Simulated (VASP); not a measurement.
# Shielding tensors and field gradients of H4BrN, part 7 of 7

Aim: NMR shielding tensors and field gradients of H4BrN. The cell has space group P-43m. Left out of this account: 1 further run (NMR: a repeat of the first functional). The start is a cell from a database of measured crystal structures.

VASP 6.6.1, plane waves and PAW; the level of theory is named at each step.

So far. Step 2 (Ground state): The cell has a gap of 3.95 eV on this mesh. Spin-orbit coupling is left out, which can shift or reorder these edges. Forces of up to 0.94 eV/Å remain in these settings, with PBE data sets under LDA. Step 4 (Other data sets, PAW release PBE 64): Against the first shielding run the largest change is +19.4 ppm, on Br1.

## Step 5: Cell strained (continued)

Level of this step: chemical shifts by linear response (GIPAW), LDA; plane waves and PAW (Br, N, H) (VASP).

Parts of OUTCAR (step 5):

```text
   k-points           NKPTS =    112   k-points in BZ     NKDIM =    112   number of bands    NBANDS=     14

   ENCUT  =  560.0 eV  41.16 Ry    6.42 a.u.   7.76  7.63  7.77*2*pi/ulx,y,z

   NELECT =      16.0000    total number of electrons

  Total        0.3726927      0.6408699      0.3475995     -0.2328889      0.1512862      0.2090259
  in kB        9.3299994     16.0435534      8.7018149     -5.8301474      3.7873032      5.2327603
  external PRESSURE =      11.3584559 kB  Pullay stress =       0.0000000 kB

 POSITION                                       TOTAL-FORCE (eV/Angst)
 -----------------------------------------------------------------------------------
      2.01097      1.98034      1.99947         0.008139      0.010785     -0.012577
      0.00000      0.00000      0.00000        -0.158988     -0.214830      0.245824
      0.59525      0.58618      0.59184         0.559397      0.619823      0.589023
      0.59676      3.36205      3.41803         0.578741     -0.676298     -0.564943
      3.43762      3.38270      0.57271        -0.343394     -0.414865      0.344377
      3.41425      0.59042      3.41530        -0.643895      0.675386     -0.601704
 -----------------------------------------------------------------------------------
    total drift:                                0.000031      0.000016     -0.000037

 Electric field gradients after diagonalization (V/A^2)
 (convention: |V_zz| > |V_xx| > |V_yy|)
----------------------------------------------------------------------
 ion       V_xx      V_yy      V_zz     asymmetry (V_yy - V_xx)/ V_zz
----------------------------------------------------------------------
   1       4.797     1.880    -6.677       0.437
   2      -1.607    -0.296     1.903       0.689
   3     -15.774   -15.712    31.486       0.002
   4     -15.822   -15.811    31.633       0.000
   5     -14.805   -14.767    29.572       0.001
   6     -15.988   -15.934    31.923       0.002
----------------------------------------------------------------------

  ORBITAL MAGNETIC SUSCEPTIBILITY, excluding core contribution
 -------------------------------------------------------------
  Approximate magnetic susceptibility, pGv (10^-6 cm^3/mole)
     1        -39.308409          0.189981         -0.085560
     2          0.208357        -39.167402         -0.102358
     3         -0.096441         -0.118180        -38.893248
 -------------------------------------------------------------
  Approximate magnetic susceptibility, vGv (10^-6 cm^3/mole)
     1        -38.729704          0.339234         -0.121905
     2          0.338210        -38.365814         -0.202003
     3         -0.122546         -0.203406        -37.941679

  BDIR labels direction of applied magnetic field (i.e. B0)
  For BDIR==1, B0 along x-axis, etc.
  Induced field listed along cartesian directions for each BDIR
 ------------------------------------------------------------------------------------------
                 EXCLUDING G=0 CONTRIBUTION              INCLUDING G=0 CONTRIBUTION
 ------------------------------------------------------------------------------------------
  ion  BDIR            X           Y           Z                X           Y           Z
          (   iso_shield        span        skew ) (   iso_shield        span        skew )
 ------------------------------------------------------------------------------------------
    1     1    2355.9725      0.5168     -0.7638        2365.8421      0.4755     -0.7452
          2       0.4637   2370.9295     -0.3542           0.4184   2380.7685     -0.3320
          3      -0.7661     -0.4008   2354.6797          -0.7451     -0.3751   2364.4590
          (    2360.5273     16.6321      0.7620 ) (    2370.3565     16.6578      0.7582 )

    2     1     174.9946      0.1540     -0.1423         184.8642      0.1127     -0.1237
          2       0.1526    175.3758     -0.1127           0.1073    185.2148     -0.0905
          3      -0.1419     -0.1145    174.9507          -0.1209     -0.0888    184.7301
          (     175.1071      0.6482      0.4213 ) (     184.9363      0.6171      0.2817 )

    3     1      14.4338      7.1235      7.2157          24.3034      7.0822      7.2343
          2       7.1549     14.1124      7.1128           7.1096     23.9513      7.1350
          3       7.2314      7.0961     14.3042           7.2523      7.1218     24.0836
          (      14.2835     21.4943      0.9954 ) (      24.1128     21.5520      0.9848 )

    4     1      14.4397     -7.0792     -7.2989          24.3093     -7.1205     -7.2803
          2      -7.1272     13.9459      7.1519          -7.1725     23.7849      7.1741
          3      -7.2916      7.0968     14.5067          -7.2706      7.1225     24.2860
          (      14.2974     21.5883      0.9893 ) (      24.1267     21.6645      0.9838 )

    5     1      14.2261      6.8522     -7.0018          24.0957      6.8109     -6.9832
          2       6.8890     13.8692     -6.8913           6.8438     23.7082     -6.8690
          3      -7.0026     -6.8549     14.2264          -6.9816     -6.8292     24.0058
          (      14.1073     20.7831      0.9936 ) (      23.9365     20.7055      0.9917 )

    6     1      14.3196     -7.1350      7.2957          24.1892     -7.1763      7.3143
          2      -7.1519     14.1273     -7.2213          -7.1971     23.9663     -7.1990
          3       7.2734     -7.1835     14.5174           7.2944     -7.1578     24.2967
          (      14.3214     21.6657      0.9941 ) (      24.1507     21.7094      0.9931 )
 ------------------------------------------------------------------------------------------

[... 2 parts as in an earlier step ...]

[... 8 further parts left out ...]
```

This step gave:

```
free energy (TOTEN)            : -28.58 eV
Fermi energy                   : -0.3372 eV
pressure                       : 1.136 GPa
gap on the k-mesh              : 3.890 eV
least direct gap on the k-mesh : 3.971 eV
```

Valence and core; the G = 0 term is that of a spherical sample. NMR shielding, by row:

```
atom  isotropic shielding (ppm)  span (ppm)    skew  isotropic shielding without the G = 0 term (ppm)
 Br1                       2370       16.66  0.7582                                              2361
  N2                      184.9      0.6171  0.2817                                             175.1
  H3                      24.11       21.55  0.9848                                             14.28
  H4                      24.13       21.66  0.9838                                              14.3
  H5                      23.94       20.71  0.9917                                             14.11
  H6                      24.15       21.71  0.9931                                             14.32
```

Ordered as |Vzz| ≥ |Vxx| ≥ |Vyy|, the program's way. Electric field gradients, by row:

```
atom  Vxx (V/Å²)  Vyy (V/Å²)  Vzz (V/Å²)  asymmetry
 Br1       4.797        1.88      -6.677      0.437
  N2      -1.607      -0.296       1.903      0.689
  H3      -15.77      -15.71       31.49      0.002
  H4      -15.82      -15.81       31.63          0
  H5       -14.8      -14.77       29.57      0.001
  H6      -15.99      -15.93       31.92      0.002
```

Against the first shielding run the largest change is -1.0 ppm, on Br1.

## Step 6: Summary

This step: chemical shifts by linear response (GIPAW), LDA; plane waves and PAW (VASP 6.6.1).

Derived from the runs above.

Isotropic shieldings. Cost is wall time times ranks on a shared host. Shieldings by setting:

```
                run  ENCUT (eV)  k mesh  Br1, Wyckoff letter b (ppm)  N2, Wyckoff letter a (ppm)  H3, Wyckoff letter e (ppm)  cost (core minutes)
first shielding run         560   6x6x6                         2371                         185                        24.1                 3.27
    other data sets        1060   6x6x6                         2391                       187.1                       24.27                13.87
```

## Step 7: What came out

| Quantity | Value |
| --- | --- |
| Br, isotropic shielding | 2371.3 ppm |
| N, isotropic shielding | 185 ppm |
| H, isotropic shielding | 24.1 ppm |

**Reading.** At LDA, in the first shielding run, the isotropic shieldings are Br 2371.3 ppm; N 185 ppm; H 24.1 ppm. In the first shielding run the widest tensor is that of H3, with a span (largest less smallest principal value) of 21.3 ppm. The largest field gradient of that run is Vzz = 31.2 V/Å² at H3. Against the first shielding run, the one with other data sets moves the shieldings by at most 19 ppm. Shifts were not obtained, since a shift is the shielding of a reference compound, computed alike, less these values. The G = 0 term is the part set by the sample's shape, taken here for a sphere. Spin-orbit effects on the shifts of and near heavy atoms are left out. No finer mesh was run, so convergence in it isn't shown. VASP's guide advises NLSPLINE for shieldings, which this input doesn't set; the effect wasn't tested. Where the functional isn't the one that the data sets were made with, the shieldings hold that mismatch too. The cell has space group P-43m. The atoms weren't relaxed and carry forces of up to 0.95 eV/Å at LDA in the first shielding run, so the numbers belong to the given coordinates, and a relaxation would change them.

[Lines on the potential files, build, host, timing and source positions are cut from VASP's logs without a mark.]

[Logs are printed without paths, hosts, clocks, repeated set-up lines and the standing remarks that a program may print on its own settings, such as how far it seeks lower states.]

[Hosts, paths, dates, database ids (printed as entryN), source tags and the programs' standing remarks are cut or masked in the printed files.]
